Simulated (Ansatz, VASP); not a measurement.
# Co2TeS: VASP beside Ansatz, part 2 of 2

Wanted: the spread between two codes on one cell, functional and k mesh. The cell is invented: As first built, before any earlier steps moved the atoms (in the runner's words): it takes the Mg2TeS structure with some of its atoms replaced by other elements, volume scaled by an estimate. It may not be a known or stable phase. The cell is taken from a series of runs on this material, whose earlier steps may have relaxed, scaled, displaced or heated it; both programs get it as it stands.

VASP 6.6.1 and Ansatz 0.2.0.

So far: Set-up; Ansatz: single point, RPBE.

### 3. VASP: single point, RPBE

Level of this step: RPBE, spin-polarised from a ferromagnetic start; plane waves and PAW (Te, Co, S); invented cell (VASP).

The same cell, functional, mesh and smearing now go to VASP, with its own data sets and cutoff.

Lines of VASP's logs that name or quote its potential files are left out, and so is its time.

File INCAR:

```
SYSTEM = Co2TeS
PREC = Accurate
ENCUT = 400
EDIFF = 1E-06
NELM = 100
ISMEAR = -1
SIGMA = 0.05
LREAL = .FALSE.
ALGO = Normal
GGA = RP
NBANDS = 24
ISPIN = 2
MAGMOM = -0.02 0.51 0.54 0.03
LASPH = .TRUE.
LMAXMIX = 4
LORBIT = 11
LWAVE = .FALSE.
LCHARG = .FALSE.
KPAR = 2
ISIF = 2
```

File POSCAR:

```
Co2TeS
1.0
    1.8784615242      1.0845302393      5.9772850919
   -1.8784615242      1.0845302393      5.9772850919
    0.0000000000     -2.1690604786      5.9772850919
Te Co S
1 2 1
Direct
    0.8809363647      0.8809363647      0.8809363647
    0.0239557777      0.0239557777      0.0239557777
    0.4817333976      0.4817333976      0.4817333976
    0.3633771300      0.3633771300      0.3633771300
```

File KPOINTS:

```
Automatic mesh
0
Gamma
7 7 7
0 0 0
```

The projector-augmented-wave data sets are Te, Co and S (PBE family, release 64).

Started as:

```
$ mpirun -np 2 vasp_std
```

Numbers of over 12 decimals in the logs are rounded to 6 here.

Log:

```text
[banner, memory and clock lines left out]
running    2 mpi-ranks, on    1 nodes
 distrk:  each k-point on    1 cores,    2 groups
 distr:  one band on    1 cores,    1 groups

 POSCAR found type information on POSCAR TeCoS
 POSCAR found :  3 types and       4 ions
|                                                                             |
|               ----> ADVICE to this user running VASP <----                  |
|                                                                             |
|     You enforced a specific xc type in the INCAR file but a different       |
|     [... a line on the potential file left out ...]
|     I HOPE YOU KNOW WHAT YOU ARE DOING!                                     |
|                                                                             |

 LDA part: xc-table for (Slater+PW92), standard interpolation
 POSCAR, INCAR and KPOINTS ok, starting setup
 FFT: planning ... GRIDC
 FFT: planning ... GRID_SOFT
 FFT: planning ... GRID
 WAVECAR not read
 entering main loop
       N       E                     dE             d eps       ncg     rms          rms(c)
DAV:   1     0.166544248917E+03    0.16654E+03   -0.99670E+03  4224   0.100E+03
DAV:   2    -0.888211199088E+01   -0.17543E+03   -0.16330E+03  4384   0.249E+02
DAV:   3    -0.215886374269E+02   -0.12707E+02   -0.12391E+02  5472   0.780E+01
DAV:   4    -0.219582070858E+02   -0.36957E+00   -0.36920E+00  5024   0.140E+01
DAV:   5    -0.219724058210E+02   -0.14199E-01   -0.14197E-01  5664   0.276E+00    0.160E+01
DAV:   6    -0.253944092468E+02   -0.34220E+01   -0.29142E+01  5024   0.881E+01    0.221E+01
DAV:   7    -0.203078721702E+02    0.50865E+01   -0.14365E+01  5184   0.841E+01    0.935E+00
DAV:   8    -0.218411001570E+02   -0.15332E+01   -0.11379E+01  5944   0.507E+01    0.179E+01
DAV:   9    -0.201363210932E+02    0.17048E+01   -0.79010E+00  5880   0.343E+01    0.241E+00
DAV:  10    -0.201427315669E+02   -0.64105E-02   -0.20158E-01  5288   0.460E+00    0.967E-01
DAV:  11    -0.201463361457E+02   -0.36046E-02   -0.12727E-02  6752   0.111E+00    0.671E-01
DAV:  12    -0.201510634651E+02   -0.47273E-02   -0.98840E-03  5920   0.139E+00    0.269E-01
DAV:  13    -0.201518045750E+02   -0.74111E-03   -0.27960E-03  6344   0.579E-01    0.130E-01
DAV:  14    -0.201519564167E+02   -0.15184E-03   -0.39552E-04  5680   0.213E-01    0.876E-02
DAV:  15    -0.201520167916E+02   -0.60375E-04   -0.16660E-04  6232   0.187E-01    0.526E-02
DAV:  16    -0.201520471078E+02   -0.30316E-04   -0.87987E-05  6488   0.122E-01    0.296E-02
DAV:  17    -0.201520606655E+02   -0.13558E-04   -0.73848E-05  6576   0.127E-01    0.911E-03
DAV:  18    -0.201520626208E+02   -0.19553E-05   -0.11983E-05  5856   0.316E-02    0.415E-03
DAV:  19    -0.201520629246E+02   -0.30379E-06   -0.13206E-06  2688   0.143E-02
   1 F= -.20152063E+02 E0= -.20139820E+02  d E =-.244858E-01  mag=     1.0958
```

OUTCAR, selected parts (step 3):

```text
ion  position               nearest neighbor table
   1  0.881  0.881  0.881-   3 2.47   3 2.47   3 2.47   2 2.56
   2  0.024  0.024  0.024-   4 2.17   4 2.17   4 2.17   1 2.56   3 3.11   3 3.11   3 3.11
   3  0.482  0.482  0.482-   4 2.12   1 2.47   1 2.47   1 2.47   2 3.11   2 3.11   2 3.11
   4  0.363  0.363  0.363-   3 2.12   2 2.17   2 2.17   2 2.17

  LATTYP: Found a trigonal (rhomboedric) cell.
 ALAT       =     6.3586760106
 COS(alpha) =     0.8254574931

 Subroutine GETGRP returns: Found  6 space group operations
 (whereof  6 operations were pure point group operations)

The static configuration has the point symmetry C_3v.

 Found     44 irreducible k-points:

   k-points           NKPTS =     44   k-points in BZ     NKDIM =     44   number of bands    NBANDS=     24

   dimension x,y,z NGX =    42 NGY =   42 NGZ =   42
   dimension x,y,z NGXF=    84 NGYF=   84 NGZF=   84

   ENCUT  =  400.0 eV  29.40 Ry    5.42 a.u.  10.37 10.37 10.37*2*pi/ulx,y,z

   NELECT =      30.0000    total number of electrons

 k-points in reciprocal lattice and weights: Automatic mesh
   0.00000000  0.00000000  0.00000000       0.003
   0.14285714 -0.00000000 -0.00000000       0.017
   0.28571429 -0.00000000 -0.00000000       0.017
   0.42857143  0.00000000 -0.00000000       0.017
   0.14285714  0.14285714 -0.00000000       0.017
   0.28571429  0.14285714 -0.00000000       0.035
   0.42857143  0.14285714 -0.00000000       0.035
  -0.42857143  0.14285714 -0.00000000       0.035
  -0.28571429  0.14285714  0.00000000       0.035
[...]
0.42857143  0.42857143  0.42857143       0.006
  -0.42857143  0.42857143  0.42857143       0.017

 average (electrostatic) potential at core
       1 -87.6692       2 -81.0824       3 -81.0571       4 -85.2104

 E-fermi :   7.4918

 spin component 1
 k-point     1 :       0.0000    0.0000    0.0000
  band No.  band energies     occupation
    ...
      9       5.8430      1.00000
     10       5.9468      1.00000
     11       5.9468      1.00000
     12       6.0432      1.00000
     13       6.0432      1.00000
     14       8.5063      0.00000
     15       8.5063      0.00000
     16       8.6894      0.00000
     17       9.8061      0.00000
     18       9.8061      0.00000
    ...

 k-point     2 :       0.1429   -0.0000   -0.0000
  band No.  band energies     occupation
    ...
     10       5.8456      1.00000
     11       5.8625      1.00000
     12       6.0871      1.00000
     13       6.1799      1.00000
     14       7.4679      0.61730
     15       8.2146      0.00000
     16       8.6998      0.00000
     17       8.9468      0.00000
     18       9.2505      0.00000
     19      11.7462      0.00000
    ...

 k-point     3 :       0.2857   -0.0000   -0.0000
  band No.  band energies     occupation
    ...
     10       5.6766      1.00000
     11       5.7627      1.00000
     12       6.1449      1.00000
     13       6.3196      1.00000
     14       6.6467      1.00000
     15       7.4937      0.49039
     16       7.5870      0.12969
     17       8.4031      0.00000
     18       8.4559      0.00000
     19      12.2229      0.00000
    ...

 k-point     4 :       0.4286    0.0000   -0.0000
  band No.  band energies     occupation
    ...
     12       6.0938      1.00000
     13       6.1954      1.00000
     14       6.4201      1.00000
     15       6.9979      0.99995
     16       7.1325      0.99924
     17       7.7455      0.00622
     18       7.9774      0.00006
     19      12.1171      0.00000
     20      12.5626      0.00000
     21      13.7358      0.00000
    ...

 k-point     5 :       0.1429    0.1429   -0.0000
  band No.  band energies     occupation
    ...
      9       5.7359      1.00000
     10       5.8694      1.00000
     11       5.8838      1.00000
     12       6.0962      1.00000
     13       6.1255      1.00000
     14       7.5852      0.13382
     15       8.0806      0.00001
     16       8.4626      0.00000
     17       9.0525      0.00000
     18       9.4423      0.00000
    ...

 k-point     6 :       0.2857    0.1429   -0.0000
  band No.  band energies     occupation
    ...
     10       5.7944      1.00000
     11       5.8340      1.00000
     12       6.0644      1.00000
     13       6.2825      1.00000
     14       6.8442      1.00000
     15       7.5646      0.18914
     16       7.7154      0.01131
     17       8.3280      0.00000
     18       8.9372      0.00000
     19      12.5783      0.00000
    ...

  Total        0.0119074      0.0119073      0.0138810      0.0000000     -0.0000000      0.0000000
  in kB        0.2611118      0.2611118      0.3043920      0.0000000     -0.0000000      0.0000000
  external PRESSURE =       0.2755385 kB  Pullay stress =       0.0000000 kB

  energy-cutoff  :      400.00
  volume of cell :       73.06
      direct lattice vectors                 reciprocal lattice vectors
     1.878461524  1.084530239  5.977285092     0.266175268  0.153676367  0.055766678
    -1.878461524  1.084530239  5.977285092    -0.266175268  0.153676367  0.055766678
     0.000000000 -2.169060479  5.977285092     0.000000000 -0.307352733  0.055766678

 POSITION                                       TOTAL-FORCE (eV/Angst)
 -----------------------------------------------------------------------------------
      0.00000      0.00000     15.79682         0.000000      0.000000      0.043816
      0.00000      0.00000      0.42957         0.000000      0.000000     -0.010469
      0.00000      0.00000      8.63837         0.000000     -0.000000     -0.019212
      0.00000      0.00000      6.51603         0.000000      0.000000     -0.014134
 -----------------------------------------------------------------------------------
    total drift:                                0.000000     -0.000003     -0.000048

  FREE ENERGIE OF THE ION-ELECTRON SYSTEM (eV)
  ---------------------------------------------------
  free  energy   TOTEN  =       -20.1520629246 eV

  energy  without entropy=      -20.1275771689  energy(sigma->0) =      -20.13982005

 total charge
# of ion       s       p       d       tot
------------------------------------------
    1        1.362   1.939   0.095   3.396
    2        0.408   0.467   7.427   8.302
    3        0.422   0.450   7.442   8.313
    4        1.329   2.372   0.000   3.701
--------------------------------------------------
tot          3.520   5.228  14.964  23.712

 magnetization (x)
# of ion       s       p       d       tot
------------------------------------------
    1        0.010  -0.042  -0.002  -0.034
    2        0.006   0.003   0.509   0.518
    3        0.016   0.010   0.538   0.564
    4        0.002   0.039   0.000   0.041
--------------------------------------------------
tot          0.034   0.010   1.045   1.089

[... 6 further parts left out ...]
```

The run ends at a pressure of 0.03 GPa, with forces up to 0.044 eV/Å.

### 4. Side by side

Known differences besides the potentials themselves: VASP starts from the moments at which Ansatz ended; the data sets hold 56 valence electrons in Ansatz (default PAW (the set named soft_2) files) and 30 in VASP; the cutoff is 420 eV in Ansatz and 400 eV in VASP; Ansatz makes its cores anew for this functional, VASP keeps those of its PBE data sets; site moments are counted in spheres of each program's own size. Total energies have different zeros and are not compared.

Both answers:

```csv
quantity,Ansatz,VASP,difference
pressure (GPa),0.39,0.03,+0.36
pressure without Ansatz's Pulay correction (GPa),0.33,0.03,+0.30
total moment (μB),1.10,1.10,+0.01
moment on Co3 (μB),0.54,0.56,-0.02
moment on Co2 (μB),0.51,0.52,-0.01
```

At this near-relaxed geometry the largest component of a force difference is 13 meV/Å. Ansatz's pressure holds a Pulay correction of 0.06 GPa; VASP's holds none.

### 5. Further runs

Further runs change the set-up of one program: Ansatz's method, potentials or start, or VASP's data sets, cutoff or form of LDA. The table gives Ansatz less VASP for each quantity, since a change that brings one quantity closer may part another.

```csv
run,r.m.s. force difference (meV/Å),pressure (GPa),total moment (μB),pressure without Ansatz's Pulay correction (GPa)
as above,4.8,0.36,0.0054,0.30
"VASP with the data sets Te_GW, Co_sv_GW and S_GW and a cutoff of 620 eV",15,1.1,-4.5e-4,0.99
"VASP with the data sets Te, Co and S_h and a cutoff of 650 eV",8.2,0.11,0.0064,0.052
```

### 6. Summary of results

```json
{
 "difference in total moment (single point, RPBE)": "0.0054 μB"
}
```

The difference in total moment is 0.0054 μB (single point, RPBE). Single point, RPBE, VASP with the data sets Te_GW, Co_sv_GW and S_GW and a cutoff of 620 eV: r.m.s. force difference goes from 4.8 to 15 meV/Å; the difference in pressure goes from 0.36 to 1.1 GPa; the difference in total moment goes from 0.0054 to -4.5e-4 μB; the difference in pressure without Ansatz's Pulay correction goes from 0.30 to 0.99 GPa. Single point, RPBE, VASP with the data sets Te, Co and S_h and a cutoff of 650 eV: r.m.s. force difference goes from 4.8 to 8.2 meV/Å; the difference in pressure goes from 0.36 to 0.11 GPa; the difference in pressure without Ansatz's Pulay correction goes from 0.30 to 0.052 GPa. How closely two codes agree says nothing of how well the functional describes the real material.

[Lines on the potential files, build, host, timing and source positions are cut from VASP's logs without a mark.]

[Logs are printed without paths, hosts, clocks, repeated set-up lines and the standing remarks that a program may print on its own settings, such as how far it seeks lower states.]

[Hosts, paths, dates, database ids (printed as entryN), source tags and the programs' standing remarks are cut or masked in the printed files.]
